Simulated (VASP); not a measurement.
Runs of VASP 6.6.1 on GaAs. Symmetry: F-43m, No. 216, cubic system. The conventional cell has a = 5.654 Å, b = 5.654 Å, c = 5.654 Å, α = 90.00°, β = 90.00°, γ = 90.00°. Ga (site symmetry -43m) has 4 As at 2.45 Å as nearest neighbours. As (site symmetry -43m) is surrounded by 4 Ga at 2.45 Å. 

| task | cell | gap on the mesh (eV) | pressure (GPa) |
| --- | --- | --- | --- |
| single point | a relaxed cell with its volume scaled by 1.09 | none | -4.3 |
| single point | a relaxed cell with its volume scaled by 1.06 | none | -3.1 |
| single point | a relaxed cell with its volume scaled by 0.94 | (c) | 4.4 |
| single point | a relaxed cell with its volume scaled by 1.03 | none | (b) |
| relaxation of cell and atoms | relaxed | (a) | 0.0 |
| single point | a relaxed cell with its volume scaled by 0.97 | 0.38 | 2.0 |
| single point | F-43m, 23.71 Å³/atom | 0.16 | 0.0 |
| Born charges and dielectric tensor | F-43m, 23.71 Å³/atom | 0.16 | - |

Alike in all rows: level PBE; potentials or basis VASP PAW PBE potentials, release 64 (Ga_d, As); no spin polarisation; k mesh 10 × 10 × 10; cutoff (eV) 350; smearing gaussian 0.02 eV.

Q: Estimate the missing entries.

A: (a) 0.15; (b) -1.6; (c) 0.62.

Caveats: the cutoff is under 1.25 times the usual one of these potentials, so pressure, stress and relaxed cells hold a basis-set (Pulay) error; the gap is small at this level, which inflates the dielectric constant (some runs).

A k mesh can miss the band edges, and the runs leave out spin-orbit coupling on As, Ga.

A gap of «none» marks a metal or a gap under the smearing width.
